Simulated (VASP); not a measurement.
**MgAu with and without spin-orbit coupling**

What does spin-orbit coupling change in MgAu, and what does it cost? All runs use PBEsol. Left out of this account: 1 further run (self-consistent run: a reference on another mesh). The start is a cell from a database of measured crystal structures.

Main program and level: VASP 6.6.1; PBEsol; plane waves and PAW (Mg, Au), in the first sound run; inputs show where later runs differ.

Report form: the programs' logs are mostly left out.

The database entry behind the starting cell differs from later determinations by our own check (0.1 to 0.3 % short, probably kX units), so it need not match the best structure at ambient conditions.

## (1) The structure

Symmetry: Pm-3m, No. 221, cubic system. Conventional cell: a = 3.259 Å, b = 3.259 Å, c = 3.259 Å, α = 90.00°, β = 90.00°, γ = 90.00°. Nearest to Mg lie 8 Au at 2.82 Å. Nearest to Au lie 8 Mg at 2.82 Å. Farther neighbours are not listed.

As a file:

```xyz
2
Lattice="3.2590 0.0000 0.0000 0.0000 3.2590 0.0000 0.0000 0.0000 3.2590" Properties=species:S:1:pos:R:3 pbc="T T T"
Mg    1.6295    1.6295    1.6295
Au    0.0000    0.0000    0.0000
```

## (2) Bands along the symmetry lines (PBEsol)

Levels along the symmetry lines show where the bands peak and cross; KPOINTS_OPT computes them in the converged potential. PBEsol restores the gradient expansion of exchange and is tuned for the cells of solids.

Contents of INCAR:

```
SYSTEM = MgAu
PREC = Accurate
ENCUT = 400
EDIFF = 1E-06
NELM = 100
ISMEAR = -1
SIGMA = 0.05
LREAL = .FALSE.
ALGO = Normal
GGA = PS
NBANDS = 18
LASPH = .TRUE.
LORBIT = 11
LWAVE = .FALSE.
LCHARG = .FALSE.
KPAR = 2
```

Contents of POSCAR:

```
MgAu
1.0
    3.2590000000      0.0000000000      0.0000000000
    0.0000000000      3.2590000000      0.0000000000
    0.0000000000      0.0000000000      3.2590000000
Mg Au
1 1
Direct
    0.5000000000      0.5000000000      0.5000000000
    0.0000000000      0.0000000000      0.0000000000
```

Contents of KPOINTS:

```
Automatic mesh
0
Gamma
10 10 10
0 0 0
```

Contents of KPOINTS_OPT:

```
Line mode
16
Line-mode
Reciprocal
  0.00000000   0.00000000   0.00000000 GAMMA
  0.00000000   0.50000000   0.00000000 X

  0.00000000   0.50000000   0.00000000 X
  0.50000000   0.50000000   0.00000000 M

  0.50000000   0.50000000   0.00000000 M
  0.00000000   0.00000000   0.00000000 GAMMA

  0.00000000   0.00000000   0.00000000 GAMMA
  0.50000000   0.50000000   0.50000000 R

  0.50000000   0.50000000   0.50000000 R
  0.00000000   0.50000000   0.00000000 X

  0.50000000   0.50000000   0.00000000 M
  0.50000000   0.50000000   0.50000000 R
```

The projector-augmented-wave data sets are Mg and Au (PBE family, release 64).

Run with:

```bash
> mpirun -np 2 vasp_std
```

The job ended after 6.6 s (2 MPI ranks of Intel Xeon 6975P-C (Granite Rapids), shared host; peak memory 0.31 GiB).

This run has no spin polarisation. Its electron count is odd, so without a moment it is a metal by construction. Spin-orbit coupling is off here; with elements this heavy it splits and shifts levels by tenths of an eV or more. The PAW data sets were made with PBE, which is usual practice but a small mismatch for other functionals.

Numbers from this step:

```yaml
scf_cycles: 11
electrons: 13
bands: 18
irreducible_k_points: 56
symmetry_operations: 48
free_energy_toten: -6.870 eV
energy_at_zero_smearing: -6.868 eV
fermi_energy: 6.764 eV
pressure: -0.3898 GPa
metallic: yes
```

Electronic bands along the path, in eV, zero at the Fermi level; # counts the bands kept:

```tsv
point	#3	#4	#5	#6	#7	#8	#9	#10
Γ	-5.83	-4.06	-4.06	-4.06	5.39	5.39	5.39	8.90
0.47 of the way	-5.44	-4.39	-4.39	-4.02	1.34	6.48	6.48	8.24
X	-4.76	-4.76	-4.30	-3.97	-2.57	7.46	8.52	8.52
0.53 of the way	-4.84	-4.70	-4.36	-2.54	-2.46	3.54	5.70	10.50
M	-4.65	-4.65	-3.32	-1.36	-1.36	-0.62	3.98	11.49
0.53 of the way	-5.13	-4.72	-4.37	-4.33	1.97	2.54	7.64	8.28
Γ	-5.83	-4.06	-4.06	-4.06	5.39	5.39	5.39	8.90
0.47 of the way	-5.12	-4.68	-4.68	-4.58	3.04	3.04	3.51	10.14
R	-5.93	-3.28	-3.28	1.94	1.94	1.94	2.51	4.84
0.47 of the way	-5.30	-4.60	-4.44	-2.14	-1.05	4.86	5.10	6.40
X	-4.76	-4.76	-4.30	-3.97	-2.57	7.46	8.52	8.52
jump to M	-4.65	-4.65	-3.32	-1.36	-1.36	-0.62	3.98	11.49
0.47 of the way	-5.35	-4.74	-3.30	-0.30	-0.02	-0.02	4.20	8.44
R	-5.93	-3.28	-3.28	1.94	1.94	1.94	2.51	4.84
```

Of the projections kept (Mg, Au), the largest for each band there; the rest of the weight can lie on other orbitals:

```tsv
point	#3	#4	#5	#6	#7	#8	#9	#10
Γ	Au 1.00	Au 1.00	Au 1.00	Au 1.00	Au 0.64	Au 0.64	Au 0.64	Au 0.58
X	Au 0.99	Au 0.99	Au 0.53	Au 1.00	Au 0.98	Mg 1.00	Au 0.76	Au 0.76
M	Au 0.99	Au 0.99	Au 1.00	Au 0.71	Au 0.71	Au 0.98	Au 0.57	Mg 1.00
Γ	Au 1.00	Au 1.00	Au 1.00	Au 1.00	Au 0.64	Au 0.64	Au 0.64	Au 0.58
R	Au 0.97	Au 1.00	Au 1.00	Au 0.88	Au 0.88	Au 0.88	Au 1.00	Mg 1.00
X	Au 0.99	Au 0.99	Au 0.53	Au 1.00	Au 0.98	Mg 1.00	Au 0.76	Au 0.76
```

There is no gap at this level.

## (3) Band structure (PBEsol + SOC)

This step: PBEsol, spin-orbit coupling; plane waves and PAW (Mg, Au) (VASP 6.6.1).

Levels along the symmetry lines show where the bands peak and cross; KPOINTS_OPT computes them in the converged potential. Spin-orbit coupling needs spinors and the noncollinear program, where each band holds one electron.

Changes to INCAR since step 2:

```diff
@@ -10,4 +10,9 @@
 GGA = PS
-NBANDS = 18
+LNONCOLLINEAR = .TRUE.
+MAGMOM = 0 0 0 0 0 0
+NBANDS = 24
+GGA_COMPAT = .FALSE.
 LASPH = .TRUE.
+LSORBIT = .TRUE.
+LMAXMIX = 4
 LORBIT = 11
```

POSCAR is that of step 2.

KPOINTS is that of step 2.

KPOINTS_OPT is that of step 2.

Run with:

```bash
> mpirun -np 2 vasp_ncl
```

Run time: 22 s. Hardware: 2 MPI ranks; peak memory 0.5 GiB.

This step gave:

```yaml
scf_cycles: 12
bands: 24
free_energy_toten: -7.156 eV
energy_at_zero_smearing: -7.153 eV
fermi_energy: 6.750 eV
pressure: -0.8954 GPa
```

On-site spin-orbit energy by atom:

```tsv
atom	on-site spin-orbit energy (eV)
Mg1	0.000
Au2	-0.583
```

The electronic bands at the labelled points (eV, zero at the Fermi level; # counts the bands kept):

```tsv
point	#11	#12	#13	#14	#15	#16	#17	#18
Γ	-3.42	-3.42	4.61	4.61	5.73	5.73	5.73	5.73
0.47 of the way	-3.60	-3.60	1.32	1.32	6.05	6.05	6.84	6.84
X	-3.66	-3.66	-2.41	-2.41	7.48	7.48	7.92	7.92
0.53 of the way	-2.57	-2.57	-2.31	-2.31	3.50	3.50	5.74	5.74
M	-1.71	-1.71	-1.07	-1.07	-0.58	-0.58	4.02	4.02
0.53 of the way	-3.85	-3.85	1.91	1.91	2.56	2.56	7.60	7.60
Γ	-3.42	-3.42	4.61	4.61	5.73	5.73	5.73	5.73
0.47 of the way	-4.09	-4.09	2.80	2.80	3.19	3.19	3.57	3.57
R	0.95	0.95	2.39	2.39	2.39	2.39	2.52	2.52
0.47 of the way	-2.09	-2.09	-1.04	-1.04	4.69	4.69	5.17	5.17
X	-3.66	-3.66	-2.41	-2.41	7.48	7.48	7.92	7.92
jump to M	-1.71	-1.71	-1.07	-1.07	-0.58	-0.58	4.02	4.02
0.47 of the way	-0.43	-0.43	-0.27	-0.27	0.34	0.34	4.23	4.23
R	0.95	0.95	2.39	2.39	2.39	2.39	2.52	2.52
```

Of the projections kept (Mg, Au), the largest for each band there; the rest of the weight can lie on other orbitals:

```tsv
point	#11	#12	#13	#14	#15	#16	#17	#18
Γ	Au 1.00	Au 1.00	Au 0.72	Au 0.72	Au 0.60	Au 0.60	Au 0.60	Au 0.60
X	Au 1.00	Au 1.00	Au 0.98	Au 0.98	Mg 1.00	Mg 1.00	Au 0.80	Au 0.80
M	Au 0.74	Au 0.74	Au 0.68	Au 0.68	Au 0.98	Au 0.98	Au 0.57	Au 0.57
Γ	Au 1.00	Au 1.00	Au 0.72	Au 0.72	Au 0.60	Au 0.60	Au 0.60	Au 0.60
R	Au 0.91	Au 0.91	Au 0.87	Au 0.87	Au 0.87	Au 0.87	Au 1.00	Au 1.00
X	Au 1.00	Au 1.00	Au 0.98	Au 0.98	Mg 1.00	Mg 1.00	Au 0.80	Au 0.80
```

There is no gap at this level. Without the coupling there was no gap either. The run took 3.3 times the core time, with 24 spinor bands against 18.

Of the bands kept, 6 cross the Fermi level on this path (spinor bands, one electron each).

## (4) Density of states (PBEsol)

This step: PBEsol; plane waves and PAW (Mg, Au) (VASP 6.6.1).

Here the states are counted by energy and projected on the atoms.

Contents of INCAR:

```
SYSTEM = MgAu
PREC = Accurate
ENCUT = 400
EDIFF = 1E-06
NELM = 100
ISMEAR = -5
SIGMA = 0.05
LREAL = .FALSE.
ALGO = Normal
GGA = PS
NBANDS = 18
LASPH = .TRUE.
LORBIT = 11
LWAVE = .FALSE.
LCHARG = .FALSE.
KPAR = 2
NEDOS = 2001
```

POSCAR is that of step 3.

KPOINTS is that of step 3.

Run with:

```bash
> mpirun -np 2 vasp_std
```

Run time: 4.4 s. Hardware: 2 MPI ranks; peak memory 0.28 GiB; 7.4 s of CPU time.

With tetrahedra the forces and stress of a metal are not exact derivatives of the energy.

Numbers from this step:

```yaml
scf_cycles: 11
bands: 18
free_energy_toten: -6.858 eV
fermi_energy: 6.708 eV
pressure: -0.2824 GPa
dos_at_the_fermi_level: 0.5575 states/eV/cell
```

The density of states has structure finer than the step of the table below, so its rows give means over 0.5 eV, whole bins alone (the curve runs from -10.8 to 7.89 eV). Peaks (eV: height): total -5.48: 7.19, -5.11: 6.43, -4.65: 6.72, -4.35: 7.29; Au d -5.48: 5.52, -5.11: 4.98, -4.65: 5.73, -4.35: 6.35; Au p 0.98: 0.111, 2.33: 0.127, 5.79: 0.149, 6.84: 0.144; Au s -6.76: 0.171, -6.23: 0.170, -5.63: 0.147, -2.33: 0.109; Mg p -5.41: 0.0616, -5.11: 0.049, -4.65: 0.0461, 6.84: 0.0968.

States under -10.8 eV and over 7.9 eV are left out. Table of density of states by energy, zero at the Fermi level; means over each step; values in states/eV/cell:

```tsv
energy (eV)	total	Au d	Au p	Au s	Mg p	Mg s
-9.5	0	0	0	0	0	0
-9.0	0.0438	4.7e-5	2.7e-4	0.0145	1.1e-4	0.00391
-8.5	0.154	0.00125	0.00198	0.0498	0.00101	0.0130
-8.0	0.236	0.00641	0.00479	0.0728	0.00263	0.0180
-7.5	0.338	0.0235	0.00846	0.0977	0.00536	0.0220
-7.0	0.536	0.0815	0.0134	0.140	0.0112	0.0258
-6.5	0.901	0.292	0.0207	0.161	0.0155	0.0372
-6.0	1.96	1.19	0.0262	0.0898	0.0204	0.0690
-5.5	4.53	3.40	0.0390	0.116	0.0430	0.0251
-5.0	3.71	2.98	0.0464	0.0205	0.0290	0.0215
-4.5	5.56	4.79	0.0370	0.0597	0.0276	0.00471
-4.0	3.14	2.62	0.0488	0.0609	0.0122	0.0151
-3.5	1.22	0.862	0.0466	0.0557	0.0114	0.0147
-3.0	0.520	0.234	0.0346	0.0684	0.0109	0.00943
-2.5	0.529	0.223	0.0318	0.0934	0.0128	0.00528
-2.0	0.550	0.199	0.0438	0.0935	0.0158	0.00860
-1.5	0.560	0.149	0.0675	0.0712	0.0213	0.0140
-1.0	0.589	0.118	0.0903	0.0535	0.0275	0.0171
-0.5	0.601	0.113	0.100	0.0445	0.0302	0.0175
0.0	0.557	0.102	0.0958	0.0408	0.0277	0.0158
0.5	0.536	0.0921	0.0960	0.0400	0.0269	0.0139
1.0	0.576	0.0883	0.106	0.0479	0.0291	0.0135
1.5	0.518	0.0714	0.0983	0.0472	0.0247	0.0123
2.0	0.505	0.0655	0.0946	0.0551	0.0210	0.0139
2.5	0.630	0.0788	0.116	0.0699	0.0256	0.0218
3.0	0.548	0.0679	0.0973	0.0605	0.0233	0.0222
3.5	0.555	0.0629	0.0975	0.0593	0.0264	0.0238
4.0	0.543	0.0586	0.0859	0.0646	0.0273	0.0300
4.5	0.901	0.125	0.105	0.0817	0.0423	0.0945
5.0	1.02	0.133	0.119	0.0670	0.0576	0.102
5.5	0.990	0.118	0.129	0.0512	0.0683	0.0713
6.0	0.996	0.110	0.136	0.0417	0.0744	0.0535
6.5	1.03	0.114	0.129	0.0349	0.0848	0.0431
7.0	1.08	0.109	0.133	0.0330	0.0878	0.0400
7.5	0.806	0.0807	0.103	0.0201	0.0653	0.0320
```

Of the states within 0.3 eV of the Fermi level, the largest shares in the PAW spheres are Au d 18 %, Au p 17 % and Au s 7 %. The rest lies in smaller channels or between the spheres.

## (5) Total and projected DOS (PBEsol + SOC)

This step: PBEsol, spin-orbit coupling; plane waves and PAW (Mg, Au) (VASP 6.6.1).

Changes to INCAR since step 4:

```diff
@@ -10,4 +10,9 @@
 GGA = PS
-NBANDS = 18
+LNONCOLLINEAR = .TRUE.
+MAGMOM = 0 0 0 0 0 0
+NBANDS = 24
+GGA_COMPAT = .FALSE.
 LASPH = .TRUE.
+LSORBIT = .TRUE.
+LMAXMIX = 4
 LORBIT = 11
```

POSCAR is that of step 4.

KPOINTS is that of step 4.

Run with:

```bash
> mpirun -np 2 vasp_ncl
```

Wall time 13 s (2 MPI ranks); peak memory 0.43 GiB.

Numbers from this step:

| Property | Result |
| --- | --- |
| SCF cycles | 12 |
| bands | 24 |
| free energy (TOTEN) | -7.145 eV |
| Fermi energy | 6.673 eV |
| pressure | -0.9398 GPa |
| DOS at the Fermi level | 0.5720 states/eV/cell |

On-site spin-orbit energy by atom:

```tsv
atom	on-site spin-orbit energy (eV)
Mg1	0.000
Au2	-0.586
```

The density of states has structure finer than the step of the table below, so its rows give means over 1 eV, whole bins alone (the curve runs from -10.2 to 4.69 eV). Peaks (eV: height): total -6.3: 4.58, -5.9: 15.8, -4.6: 7.44, -4.1: 6.34; Au d -6.3: 3.19, -5.9: 13.1, -4.5: 5.77, -4.1: 5.45; Au p -4.6: 0.115, 1.0: 0.113, 2.4: 0.147, 4.0: 0.119; Au s -6.4: 0.199, -5.9: 0.147, -5.4: 0.162, -5.0: 0.132.

States under -10.2 eV and over 4.7 eV are left out. The density of states by energy, zero at the Fermi level; means over each step; values in states/eV/cell:

```tsv
energy (eV)	total	Au d	Au p	Au s
-9	0.0497	1.7e-4	4.3e-4	0.0163
-8	0.240	0.00924	0.00488	0.0730
-7	0.632	0.153	0.0143	0.142
-6	3.54	2.69	0.0279	0.0856
-5	2.54	1.83	0.0417	0.0965
-4	3.58	2.95	0.0519	0.0439
-3	0.933	0.595	0.0414	0.0653
-2	0.571	0.223	0.0470	0.0870
-1	0.606	0.145	0.0910	0.0542
0	0.576	0.114	0.101	0.0445
1	0.556	0.0900	0.104	0.0493
2	0.526	0.0705	0.0976	0.0588
3	0.590	0.0718	0.109	0.0638
4	0.590	0.0681	0.0968	0.0631
```

The DOS at the Fermi level goes from 0.557 to 0.572 states/eV/cell, a number that is sensitive to the mesh. The run took 3.0 times the core time, with 24 spinor bands against 18. Of the states within 0.3 eV of the Fermi level, the largest shares in the PAW spheres are Au d 20 %, Au p 17 % and Au s 8 %. The rest lies in smaller channels or between the spheres.

## (6) Full relaxation (PBEsol)

This step: PBEsol; plane waves and PAW (Mg, Au) (VASP 6.6.1).

Last, the cell itself: ISIF = 3 frees volume, shape and positions, first without the coupling.

Contents of INCAR:

```
SYSTEM = MgAu
PREC = Accurate
ENCUT = 400
EDIFF = 1E-06
NELM = 100
ISMEAR = -1
SIGMA = 0.05
LREAL = .FALSE.
ALGO = Normal
GGA = PS
NBANDS = 12
LASPH = .TRUE.
LORBIT = 11
LWAVE = .FALSE.
LCHARG = .FALSE.
KPAR = 2
IBRION = 2
NSW = 60
ISIF = 3
EDIFFG = -0.01
```

POSCAR is that of step 5.

KPOINTS is that of step 5.

Run with:

```bash
> mpirun -np 2 vasp_std
```

Run time: 5.8 s. Hardware: 2 MPI ranks; peak memory 0.28 GiB; 10 s of CPU time.

The run keeps the 48 symmetry operations of its start, so it cannot find a distortion of lower symmetry.

The steps of the relaxation:

```tsv
step	energy less that of the first step (eV)	largest force (eV/Å)	pressure (GPa)	volume (Å³)
1	0.0000	0.0000	-0.39	34.61
2	-0.0001	0.0000	0.17	34.40
3	-0.0002	0.0000	0.01	34.47
```

```tsv
conventional cell, symmetrised	before	after	change
a (Å)	3.259	3.254	-0.1 %
b (Å)	3.259	3.254	-0.1 %
c (Å)	3.259	3.254	-0.1 %
volume (Å³/atom)	17.31	17.24	-0.4 %
```

Final coordinates:

```xyz
2
Lattice="3.2545 0.0000 0.0000 0.0000 3.2545 0.0000 0.0000 0.0000 3.2545" Properties=species:S:1:pos:R:3 pbc="T T T"
Mg    1.6272    1.6272    1.6272
Au    0.0000    0.0000    0.0000
```

Numbers from this step:

```
bands                           : 12
free energy (TOTEN)             : -6.870 eV
energy at zero smearing         : -6.868 eV
Fermi energy                    : 6.812 eV
pressure                        : 0.01157 GPa
SCF cycles over all ionic steps : 20
```

It ends with forces that vanish by symmetry and a pressure of 0.01 GPa.

## (7) Full relaxation (PBEsol + SOC)

This step: PBEsol, spin-orbit coupling; plane waves and PAW (Mg, Au) (VASP 6.6.1).

The same relaxation with spinors and spin-orbit coupling.

Changes to INCAR since step 6:

```diff
@@ -10,4 +10,9 @@
 GGA = PS
-NBANDS = 12
+LNONCOLLINEAR = .TRUE.
+MAGMOM = 0 0 0 0 0 0
+NBANDS = 24
+GGA_COMPAT = .FALSE.
 LASPH = .TRUE.
+LSORBIT = .TRUE.
+LMAXMIX = 4
 LORBIT = 11
```

POSCAR is that of step 6.

KPOINTS is that of step 6.

Run with:

```bash
> mpirun -np 2 vasp_ncl
```

It took 26 s on 2 MPI ranks; peak memory 0.45 GiB; 49 s of CPU time.

Relaxation path:

```tsv
step	energy less that of the first step (eV)	largest force (eV/Å)	pressure (GPa)	volume (Å³)
1	0.0000	0.0000	-0.90	34.61
2	-0.0007	0.0000	0.45	34.13
3	-0.0009	0.0000	-0.02	34.28
```

```tsv
conventional cell, symmetrised	before	after	change
a (Å)	3.259	3.249	-0.3 %
b (Å)	3.259	3.249	-0.3 %
c (Å)	3.259	3.249	-0.3 %
volume (Å³/atom)	17.31	17.14	-1.0 %
```

The relaxed structure:

```
Mg Au
1.0
     3.24863    0.00000    0.00000
     0.00000    3.24863    0.00000
     0.00000    0.00000    3.24863
Mg Au
1 1
Direct
  0.50000 0.50000 0.50000
  0.00000 0.00000 0.00000
```

Numbers from this step:

| Item | Value |
| --- | --- |
| bands | 24 |
| free energy (TOTEN) | -7.157 eV |
| energy at zero smearing | -7.154 eV |
| Fermi energy | 6.857 eV |
| pressure | -0.01861 GPa |
| SCF cycles over all ionic steps | 25 |

On-site spin-orbit energy by atom:

```tsv
atom	on-site spin-orbit energy (eV)
Mg1	0.000
Au2	-0.585
```

The cell ends at 17.14 Å³/atom, -0.5 % from the run without the coupling. The run took 4.5 times the core time, with 24 spinor bands against 12.

The cell shrank by 1.0 % in volume.

## (8) Side by side

| quantity | without | with spin-orbit coupling |
| --- | --- | --- |
| gap (eV) | none | none |
| core minutes, bands | 0.22 | 0.73 |
| DOS at the Fermi level (states/eV/cell) | 0.557 | 0.572 |
| core minutes, DOS | 0.15 | 0.45 |
| relaxed volume (Å³/atom) | 17.24 | 17.14 |
| core minutes, relaxation | 0.19 | 0.87 |

## (9) What came out

| Quantity | Value |
| --- | --- |
| gap (eV), without → with | none → none |
| DOS at the Fermi level (states/eV/cell), without → with | 0.557 → 0.572 |
| relaxed volume (Å³/atom), without → with | 17.24 → 17.14 |

In words: MgAu has no gap with or without spin-orbit coupling. The relaxed volume moves by -0.5 %. The spinor runs cost 3.0 to 4.5 times as much, on a shared host. With an odd electron count and no spin the cell is a metal by construction.

[Lines on the potential files, build, host, timing and source positions are cut from VASP's logs without a mark.]

[Logs are printed without paths, hosts, clocks, repeated set-up lines and the standing remarks that a program may print on its own settings, such as how far it seeks lower states.]

[Hosts, paths, dates, database ids (printed as entryN), source tags and the programs' standing remarks are cut or masked in the printed files.]

[A measured line is paired with the nearest computed mode of its activity, which favours agreement.]
